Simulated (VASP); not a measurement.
OSZICAR of a VASP run on PbF$_{2}$ (fluorite):

File OSZICAR:
```
       N       E                     dE             d eps       ncg     rms          rms(c)
DAV:   1     0.305143163124E+03    0.30514E+03   -0.15090E+04   576   0.176E+03
DAV:   2     0.112357343324E+02   -0.29391E+03   -0.28289E+03   666   0.452E+02
DAV:   3    -0.155383435962E+02   -0.26774E+02   -0.26438E+02   672   0.151E+02
DAV:   4    -0.163928895702E+02   -0.85455E+00   -0.85383E+00   626   0.278E+01
DAV:   5    -0.164205932413E+02   -0.27704E-01   -0.27702E-01   670   0.513E+00    0.813E+00
DAV:   6    -0.143653982033E+02    0.20552E+01   -0.11038E+01   748   0.270E+01    0.286E+00
DAV:   7    -0.143518481603E+02    0.13550E-01   -0.50448E-01   582   0.474E+00    0.160E+00
DAV:   8    -0.143436771281E+02    0.81710E-02   -0.11224E-01   578   0.395E+00    0.486E-01
DAV:   9    -0.143415395149E+02    0.21376E-02   -0.21562E-02   640   0.108E+00    0.107E-01
DAV:  10    -0.143427412120E+02   -0.12017E-02   -0.21135E-03   576   0.561E-01    0.357E-02
DAV:  11    -0.143427038618E+02    0.37350E-04   -0.17362E-04   622   0.157E-01    0.181E-02
DAV:  12    -0.143427130373E+02   -0.91755E-05   -0.90766E-05   666   0.104E-01    0.119E-02
DAV:  13    -0.143427115346E+02    0.15026E-05   -0.31333E-05   608   0.598E-02    0.459E-03
DAV:  14    -0.143427113146E+02    0.21999E-06   -0.23842E-06   468   0.116E-02
   1 F= -.14342711E+02 E0= -.14342711E+02  d E =-.471215E-11
```

Question: Which electronic solver shows in the log?

Answer: It is blocked Davidson (ALGO = Normal, or the opening steps of other solvers). The INCAR had ALGO = Normal.

Question: Can the final energy be trusted as converged?

Answer: The calculation finished and met its thresholds. It stopped with EDIFF = 1E-6, NELM = 100 (PBE GGA, plane waves, VASP's PBE PAW potentials (set 64)).

The compound is PbF2 in the fluorite structure, the β form. The cell was not relaxed at this level.
